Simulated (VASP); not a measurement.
Set up this calculation in VASP 6.6.1, as the native input.

```yaml
Task: relaxation of cell and atoms
Functional: RPBE
Potentials_or_basis: VASP PAW PBE potentials, release 64 (Cd, Ni, Se)
Cutoff: 600 eV
k_mesh: 5 × 5 × 5
Occupations: fermi-dirac, width 0.05 eV
Spin: collinear spin, ferromagnetic start
Starting_moments: "[0.0, 1.0, 0.0, 0.0, 0.0] μB"
Further_INCAR_settings: ALGO = Normal; EDIFF = 1e-06; IBRION = 2; EDIFFG = -0.01; NSW = 60; ISIF = 3
```

The structure of CdNiSe3 lies in POSCAR:

```
CdNiSe3
1.0
    4.7673800000      0.0000000000      0.0000000000
    0.0000000000      4.7673800000      0.0000000000
    0.0000000000      0.0000000000      4.7673800000
Cd Ni Se
1 1 3
Direct
    0.5000000000      0.5000000000      0.5000000000
    0.0000000000      0.0000000000      0.0000000000
    0.5000000000      0.0000000000      0.0000000000
    0.0000000000      0.5000000000      0.0000000000
    0.0000000000      0.0000000000      0.5000000000
```

The cell was built by a generator and needn't be a form met in nature.

One way to write it, as run:

INCAR

```
PREC = Accurate
ENCUT = 600
EDIFF = 1E-6
ISMEAR = -1
SIGMA = 0.05
LREAL = F
LASPH = T
NELM = 120
ALGO = Normal
ISIF = 3
LWAVE = F
LCHARG = F
ISPIN = 2
MAGMOM = 0 1 0 0 0
LORBIT = 11
LMAXMIX = 4
GGA = RP
IBRION = 2
NSW = 60
EDIFFG = -0.01
```

KPOINTS

```
Automatic mesh
0
Gamma
  5 5 5
```

Potentials or basis: VASP PAW PBE potentials, release 64 (Cd, Ni, Se).

The run is started by

```console
$ cat potpaw_PBE.64/Cd/POTCAR potpaw_PBE.64/Ni/POTCAR potpaw_PBE.64/Se/POTCAR > POTCAR
$ mpirun -np 1 vasp_std > vasp.out
```

Results of the run:

- Relaxed volume: 22.50 Å³/atom
- Relaxed cell: a = 4.827 Å, b = 4.827 Å, c = 4.827 Å, α = 90.00°, β = 90.00°, γ = 90.00°
- Space group after relaxing (to 0.05 Å): Pm-3m (No. 221)
- Energy gained by relaxing: 5.8 meV/atom
- Ionic steps: 3
- Pressure after relaxing: 0.0 GPa
- Band gap on the k mesh: none (metal or under the smearing width)
- Net moment: 0.00 μB per cell
- Valence electrons inside the program's atomic spheres: Cd 10.10; Ni 9.25; Se 3.74

Caveat: the PAW data sets were made with another functional, which shifts forces and pressure a little.

Run time: 110 s on 1 thread of AMD EPYC 9R45 96-Core Processor (Zen 5), with other jobs on the host, peak memory 0.29 GiB.
